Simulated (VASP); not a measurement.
Output of a VASP run:

**OSZICAR**
```
       N       E                     dE             d eps       ncg     rms          rms(c)
DAV:   1     0.334047821984E+03    0.33405E+03   -0.18352E+04  1000   0.150E+03
DAV:   2    -0.307025171152E+01   -0.33712E+03   -0.33019E+03  1118   0.404E+02
DAV:   3    -0.316958687130E+02   -0.28626E+02   -0.27544E+02  1466   0.101E+02
DAV:   4    -0.326440903528E+02   -0.94822E+00   -0.92197E+00  1199   0.183E+01
DAV:   5    -0.326714362072E+02   -0.27346E-01   -0.27327E-01  1435   0.325E+00    0.217E+01
DAV:   6    -0.309082133742E+02    0.17632E+01   -0.22280E+01  1408   0.331E+01    0.142E+01
DAV:   7    -0.304241941732E+02    0.48402E+00   -0.29874E+01  1432   0.330E+01    0.102E+01
DAV:   8    -0.296694042370E+02    0.75479E+00   -0.16574E+00  1407   0.998E+00    0.459E+00
DAV:   9    -0.295756122029E+02    0.93792E-01   -0.20000E+00  1478   0.763E+00    0.232E+00
DAV:  10    -0.295208598692E+02    0.54752E-01   -0.33485E-01  1431   0.393E+00    0.324E-01
DAV:  11    -0.295234042714E+02   -0.25444E-02   -0.63462E-03  1326   0.596E-01    0.509E-01
DAV:  12    -0.295212078912E+02    0.21964E-02   -0.14399E-02  1497   0.706E-01    0.104E-01
DAV:  13    -0.295211823101E+02    0.25581E-04   -0.19479E-04  1112   0.100E-01    0.620E-02
DAV:  14    -0.295211776321E+02    0.46780E-05   -0.28769E-05  1298   0.372E-02    0.499E-02
DAV:  15    -0.295211583789E+02    0.19253E-04   -0.91683E-05  1500   0.614E-02    0.572E-03
DAV:  16    -0.295211586929E+02   -0.31405E-06   -0.13809E-06   730   0.816E-03
   1 F= -.29521159E+02 E0= -.29520989E+02  d E =-.507866E-03
```

### OUTCAR
```
------------------------ aborting loop because EDIFF is reached ----------------------------------------
  FORCE on cell =-STRESS in cart. coord.  units (eV):
  Direction    XX          YY          ZZ          XY          YZ          ZX
  --------------------------------------------------------------------------------------
  Total        1.8050289      1.8050289      1.8050289      0.0000000     -0.0000000      0.0000000
  in kB       48.0105352     48.0105352     48.0105352      0.0000000     -0.0000000      0.0000000
  external PRESSURE =      48.0105352 kB  Pullay stress =       0.0000000 kB
  volume of cell :       60.24
      direct lattice vectors                 reciprocal lattice vectors
     3.920000000  0.000000000  0.000000000     0.255102041  0.000000000  0.000000000
     0.000000000  3.920000000  0.000000000     0.000000000  0.255102041  0.000000000
     0.000000000  0.000000000  3.920000000     0.000000000  0.000000000  0.255102041
 POSITION                                       TOTAL-FORCE (eV/Angst)
 -----------------------------------------------------------------------------------
      0.00000      0.00000      0.00000         0.000000      0.000000      0.000000
      0.00000      1.96000      1.96000         0.000000      0.000000      0.000000
      1.96000      0.00000      1.96000         0.000000      0.000000      0.000000
      1.96000      1.96000      0.00000         0.000000      0.000000      0.000000
 -----------------------------------------------------------------------------------
    total drift:                               -0.000000     -0.000000     -0.000000
  FREE ENERGIE OF THE ION-ELECTRON SYSTEM (eV)
  ---------------------------------------------------
  free  energy   TOTEN  =       -29.5211586929 eV

  energy  without entropy=      -29.5206508269  energy(sigma->0) =      -29.52098940
```
(Selected blocks of OUTCAR.)

**POSCAR**
```
Pt3Ti
1
    3.9200000000     0.0000000000     0.0000000000
    0.0000000000     3.9200000000     0.0000000000
    0.0000000000     0.0000000000     3.9200000000
Ti Pt
1 3
Direct
  0.0000000000   0.0000000000   0.0000000000
  0.0000000000   0.5000000000   0.5000000000
  0.5000000000   0.0000000000   0.5000000000
  0.5000000000   0.5000000000   0.0000000000
```

### Question
Write an INCAR and KPOINTS that could have produced this output.

### Answer
Several could match; the one computed here: the input of the run itself, PBE GGA, plane waves, VASP's PBE PAW potentials (set 64).

File KPOINTS:
```
Automatic mesh
0
Gamma
7 7 7
0 0 0
```

**INCAR**
```
# general
SYSTEM  = Pt3Ti
PREC    = Normal
ENCUT   = 400   # plane-wave cut-off (eV)
LREAL   = .False.   # projection in real space or not
LASPH   = .True.

# electronic loop
EDIFF   = 1E-6   # SCF stop (eV)
NELM    = 100   # most electronic steps
ALGO    = Normal   # blocked Davidson
LMAXMIX = 6   # l cut-off of mixed one-centre charges

# smearing
ISMEAR  = 1   # Methfessel-Paxton
SIGMA   = 0.1

# functional
GGA     = PE   # PBE

# ions
ISIF    = 2   # forces and stress, cell fixed

# output
LWAVE   = .False.
LCHARG  = .False.
```

POTCAR, in this order: Ti_sv Pt (PBE.64 set). Program: vasp_std.

The compound is Pt3Ti in the L1_2 structure. The cell was not relaxed at this level. The run is one of a series of settings (PREC = Normal against the base run), some of them coarse on purpose.
